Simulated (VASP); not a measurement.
Molecule: COH4, in a box.

```xyz
6
Lattice="12.6211 0.0000 0.0000 0.0000 13.1211 0.0000 0.0000 0.0000 13.6211" Properties=species:S:1:pos:R:3 pbc="T T T"
C     6.6417    6.5182    6.6941
O     5.2109    6.5408    6.7117
H     6.9384    5.8697    5.8594
H     7.0708    7.5218    6.5255
H     7.0619    6.1009    7.6263
H     4.9271    7.1118    7.4461
```

Base run:

* Program: VASP 6.6.1
* Functional: PBE
* Potentials or basis: VASP PAW PBE potentials, release 64 (C, O, H)
* Cutoff: 400 eV
* k mesh: 1 × 1 × 1
* Occupations: gaussian, width 0.01 eV
* Spin: no spin polarisation

Its results: gap between the frontier levels 5.56 eV; largest force 0.027 eV/Å.

Q: The run is repeated on the same cell with these changes: functional from PBE to RPBE. What comes out?

A: Gap between the frontier levels 5.46 eV; largest force 0.256 eV/Å.

Caveats: the PAW data sets were made with another functional, which shifts forces and pressure a little (some runs).

